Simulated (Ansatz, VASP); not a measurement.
# Cross-check of Zr3Ta7 between VASP and Ansatz, part 2 of 2

One calculation is typed for both programs; each brings its own data sets and cutoff. How far apart do they land? The structure shown is the end of the VASP relaxation below.

VASP 6.6.1 and Ansatz 0.2.0.

So far: The starting structure; VASP: relaxation, PBE.

## (3) Ansatz: single point, PBE

Level of this step: Ansatz beside VASP: Kohn-Sham DFT, plane waves, PBE (Ansatz).

Ansatz runs on its default PAW (the set named soft_2) files.

The same cell, functional, mesh and smearing now go to Ansatz, which takes its cutoff from its data sets.

Input file input.yaml:

```yaml
crystal:
  lattice:
    - [6.62, 0.0, 0.0]
    - [0.0, 6.62, 0.0]
    - [0.0, 0.0, 20.62]
  atoms:
    - { symbol: Zr, position: [0.0, 0.0, 0.66742106] }
    - { symbol: Zr, position: [0.5, 0.0, 0.66551561] }
    - { symbol: Zr, position: [0.0, 0.5, 0.66551561] }
    - { symbol: Zr, position: [0.0, 0.0, 0.33257894] }
    - { symbol: Zr, position: [0.5, 0.0, 0.33448439] }
    - { symbol: Zr, position: [0.0, 0.5, 0.33448439] }
    - { symbol: Ta, position: [0.5, 0.5, 0.6523601] }
    - { symbol: Ta, position: [0.24898942, 0.24898942, 0.58129266] }
    - { symbol: Ta, position: [0.75101058, 0.24898942, 0.58129266] }
    - { symbol: Ta, position: [0.24898942, 0.75101058, 0.58129266] }
    - { symbol: Ta, position: [0.75101058, 0.75101058, 0.58129266] }
    - { symbol: Ta, position: [0.0, 0.0, 0.5] }
    - { symbol: Ta, position: [0.5, 0.0, 0.5] }
    - { symbol: Ta, position: [0.0, 0.5, 0.5] }
    - { symbol: Ta, position: [0.5, 0.5, 0.5] }
    - { symbol: Ta, position: [0.24898942, 0.24898942, 0.41870734] }
    - { symbol: Ta, position: [0.75101058, 0.24898942, 0.41870734] }
    - { symbol: Ta, position: [0.24898942, 0.75101058, 0.41870734] }
    - { symbol: Ta, position: [0.75101058, 0.75101058, 0.41870734] }
    - { symbol: Ta, position: [0.5, 0.5, 0.3476399] }
hamiltonian:
  xc: pbe
  pseudopotentials: { kind: paw }
kpoints:
  mp_grid: { grid: [3, 3, 1] }
scf:
  occupations: { method: gaussian, width: 0.1 }
  n_extra_bands: 9
output:
  forces: true
  eigenvalues: true
```

Started as:

```sh
$ ansatz run input.yaml --threads 8 --pin off --max-ram 18432MiB --backend cpu --events-out ev --progress --plain --runs-dir out
```

Numbers of over 12 decimals in the logs are rounded to 6 here.

The log of the run:

```text
scf.n_extra_bands = 9 over 127 filled bands (N_el = 254.0): the run solves 136 bands
Engine: ansatz 0.2.0, aarch64-unknown-linux-gnu
Pseudopotentials: kind: paw
Pseudopotential: Zr, paw, valence charge 12, recommended cutoff 420 eV (normal), Zr.paw.azcp
Pseudopotential: Ta, paw, valence charge 13, recommended cutoff 420 eV (normal), Ta.paw.azcp
Functional definition: PBE
  parameter kappa = 0.804
  parameter beta = 0.066725
  exchange = pbe_x(kappa = kappa, mu = beta*pi^2/3)
  correlation = pbe_c(beta = beta)
Crystal: 20 atoms, lattice volume = 903.659 Å³
Basis set: ecut = 420 eV, 17605 PW (Γ), exchange–correlation on 90×90×288 points (8 copies of the dense FFT grid, shifted against one another)
Bands: 136, of which v1, the nominal top of the filled ones, is band 127 counted from 1 (126 counted from 0)
Symmetry: 16 space group operations
Space group: P4/mmm (ITA 123), of the structure as read, at distance tolerance 9.7e-5 Å
k-points: 3 of 9
Non-local potential: Zr, projectors of the file, l = 0: 3, l = 1: 2, l = 2: 2, l = 3: 2
Non-local potential: Ta, projectors of the file, l = 0: 3, l = 1: 2, l = 2: 2, l = 3: 1
PAW form: soft (Blöchl's): semilocal exchange-correlation on the pseudo side does not see the compensation charge
PAW one-centre angular grid: Zr, 590 points (default); XC on 64 Gauss nodes
PAW one-centre angular grid: Ta, 590 points (default); XC on 64 Gauss nodes
Initial density: superposition of atomic densities (neutral atoms: chi_scale 0, normalization atom), corrected by the library's trained network
Initial wavefunctions: pseudopotential atomic-orbital guess
Functional: x = pbe(κ = 0.804, μ = 0.219515), c = pbe(β = 0.066725)
SCF iter   1: F=—  HF=-164145.617433 eV  |F-HF|=—  |Δ(HF+E_count)|=         —  Δρ=5.60e-3  dr2=1.26e0  ethr=1.77e-3  ⟨swp⟩=10.0  Hψ=2092  notcnv=0
preconditioner: auto → LDOS  [metal: Δε(μ)=0.055 eV  Ē_g=2.443 eV  σ=0.100 eV  W_gap=0.30  n_scr=178 (ndim 8)  ℏωp=12.0 eV  f_vac=0.484  D(μ)=22.95/eV (n_scr^D=146)  β→1.0]
SCF iter   2: F=—  HF=-164145.549928 eV  |F-HF|=—  |Δ(HF+E_count)|=   6.75e-2  Δρ=1.99e-3  dr2=7.45e-2  ethr=4.95e-4  ⟨swp⟩=2.3  Hψ=612  notcnv=0
SCF iter   3: F=—  HF=-164145.552650 eV  |F-HF|=—  |Δ(HF+E_count)|=   2.72e-3  Δρ=7.53e-4  dr2=1.88e-2  ethr=2.93e-5  ⟨swp⟩=2.0  Hψ=668  notcnv=0
SCF iter   4: F=—  HF=-164145.551586 eV  |F-HF|=—  |Δ(HF+E_count)|=   1.06e-3  Δρ=2.38e-4  dr2=2.12e-3  ethr=7.41e-6  ⟨swp⟩=2.0  Hψ=525  notcnv=0
SCF iter   5: F=—  HF=-164145.551421 eV  |F-HF|=—  |Δ(HF+E_count)|=   1.65e-4  Δρ=7.28e-5  dr2=1.52e-4  ethr=8.34e-7  ⟨swp⟩=2.0  Hψ=547  notcnv=0
SCF iter   6: F=—  HF=-164145.551403 eV  |F-HF|=—  |Δ(HF+E_count)|=   1.82e-5  Δρ=2.05e-5  dr2=2.00e-5  ethr=5.99e-8  ⟨swp⟩=3.0  Hψ=561  notcnv=0
SCF iter   7: F=—  HF=-164145.551584 eV  |F-HF|=—  |Δ(HF+E_count)|=   1.82e-4  Δρ=5.39e-6  dr2=6.61e-7  ethr=7.89e-9  ⟨swp⟩=2.3  Hψ=548  notcnv=0
SCF iter   8: F=-164145.551584 eV  HF=-164145.551584 eV  |F-HF|=7.25e-9  |Δ(HF+E_count)|=   8.27e-9  Δρ=1.39e-6  dr2=3.47e-8  ethr=3.94e-11  ⟨swp⟩=12.0  Hψ=2036  notcnv=0
SCF 1 converged in 8 iterations: F = -164145.551584 eV  dr2 = 3.47e-8
  greatest PAW one-centre occupation: 0.999 electrons in one spin orbital (limit 2), on the Ta atom at site 13 (counted from 0), in its partial waves of l = 0
SCF converged after 8 iterations
Free energy (F): -164145.551584 eV
Harris-Foulkes:  -164145.551584 eV  (|F-HF|=7.25e-9)
Internal energy: -164145.440281 eV  (E = F + TS)
E sigma→0 (E₀):  -164145.495933 eV
Entropy (-TS):   -0.111303 eV (-5.565 meV/atom)
Fermi energy:    5.521515 eV
--- Per-component energies (eV) ---
  E_band       = -5045.207339
  E_kinetic    = 7097.501344
  E_local      = -176496.324422  (includes V_loc(G=0)·N_el)
  E_nonlocal   = 693.934284
  E_hartree    = 84852.418553
  E_xc         = -4013.405270
  E_vxc        = -3982.073862  (∫ρ·V_xc dr)
  E_paw        = -135276.697800  (= ΣΔE_a)
  E_vpaw       = -2063.111862  (= ΣTr[D̂ρ^β])
  E_aug_tail   = 0.002159  (compensation charges beyond the density's cutoff)
  E_ewald      = 58997.130871
  E_smearing   = -0.111303  (= −TS)
  E_closure    = 0.000000  (closes the sum)
  Σ components = -164145.551584   (vs F -164145.551584, Δ=0.00e0)
--- Forces (eV/Å), atoms counted from 1 ---
  atom   1  Zr     0.00000000     0.00000000    -0.02394648
  atom   2  Zr    -0.00000000     0.00000000    -0.00303368
  atom   3  Zr    -0.00000000     0.00000000    -0.00303368
  atom   4  Zr    -0.00000000     0.00000000     0.02394648
  atom   5  Zr     0.00000000     0.00000000     0.00303368
  atom   6  Zr     0.00000000     0.00000000     0.00303368
  atom   7  Ta     0.00000000     0.00000000     0.00893698
  atom   8  Ta     0.01433650     0.01433650     0.01117022
  atom   9  Ta    -0.01433650     0.01433650     0.01117022
  atom  10  Ta     0.01433650    -0.01433650     0.01117022
  atom  11  Ta    -0.01433650    -0.01433650     0.01117022
  atom  12  Ta     0.00000000     0.00000000     0.00000000
  atom  13  Ta     0.00000000    -0.00000000     0.00000000
  atom  14  Ta     0.00000000     0.00000000     0.00000000
  atom  15  Ta     0.00000000    -0.00000000     0.00000000
  atom  16  Ta     0.01433650     0.01433650    -0.01117022
  atom  17  Ta    -0.01433650     0.01433650    -0.01117022
  atom  18  Ta     0.01433650    -0.01433650    -0.01117022
  atom  19  Ta    -0.01433650    -0.01433650    -0.01117022
  atom  20  Ta    -0.00000000     0.00000000    -0.00893698
  max |Σ_I F_I| component: 1.04e-17 eV/Å
--- Band table (eV) ---
  k-point 0: bands = [... 123 lower, 5.6364, 5.6833, 5.7234, 5.8715, 5.8715, 5.9945, 6.1379, 6.1379, ... 5 higher]
  k-point 1: bands = [... 123 lower, 5.4201, 5.5706, 5.5726, 5.6076, 5.6657, 5.8330, 5.8466, 5.8689, ... 5 higher]
  k-point 2: bands = [... 123 lower, 4.9715, 5.1211, 5.1609, 5.1995, 5.3501, 5.3720, 5.4234, 5.4251, ... 5 higher]
```

The job ended after 4.7 s (8 threads of Arm Neoverse V1, shared host; peak memory 2.2 GiB; 31 s of CPU time).

## (4) Side by side

Known differences besides the potentials themselves: the data sets hold 254 valence electrons in Ansatz (default PAW (the set named soft_2) files) and 226 in VASP; the cutoff is 420 eV in Ansatz and 330 eV in VASP (PREC = Normal, projectors in real space); VASP leaves aspherical gradient terms in its spheres out (LASPH is not set), Ansatz keeps them. Total energies have different zeros and are not compared.

At this near-relaxed geometry the largest component of a force difference is 28 meV/Å.

## (5) What came out

```yaml
r_m_s_force_difference_single_point_pbe: 6.8 meV/Å
```

What this shows: The r.m.s. force difference is 6.8 meV/Å (single point, PBE), within the 12 meV/Å picked in this series as the mark of a large difference. How closely two codes agree says nothing of how well the functional describes the real material.

[Lines on the potential files, build, host, timing and source positions are cut from VASP's logs without a mark.]

[Logs are printed without paths, hosts, clocks, repeated set-up lines and the standing remarks that a program may print on its own settings, such as how far it seeks lower states.]

[Hosts, paths, dates, database ids (printed as entryN), source tags and the programs' standing remarks are cut or masked in the printed files.]
